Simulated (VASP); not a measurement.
A cell of BAs (zinc blende) near equilibrium:

```xyz
2
Lattice="0.0000 2.3932 2.3932 2.3932 0.0000 2.3932 2.3932 2.3932 0.0000" Properties=species:S:1:pos:R:3 pbc="T T T"
B      0.0000     0.0000     0.0000
As     1.1966     1.1966     1.1966
```

Computed with r2SCAN meta-GGA, VASP's PBE PAW potentials (set 64) (plane waves; VASP).

```
run               ΔE (meV/atom)   σxx   σyy    σzz  largest shear component, with its sign (GPa)  gap (eV)
----------------  -------------  ----  ----  -----  --------------------------------------------  --------
as it is                    0.0  0.01  0.01   0.01                                          0.00      1.38
after one change           10.8  0.30  0.30  -0.01                                         -6.31      1.06
```
Stress is in GPa, positive when the cell is compressed; gaps are those on the k-mesh, and 0.00 means metallic.

Question: Name the change that produced these shifts.
A. isotropic strain of -0.5 %
B. shear strain γ_yz = -0.5 %
C. shear strain γ_xy = +4.0 % with the ions relaxed
D. isotropic strain of -3.0 %

Answer: C, shear strain γ_xy = +4.0 % with the ions relaxed

The compound is BAs in the zinc blende structure.
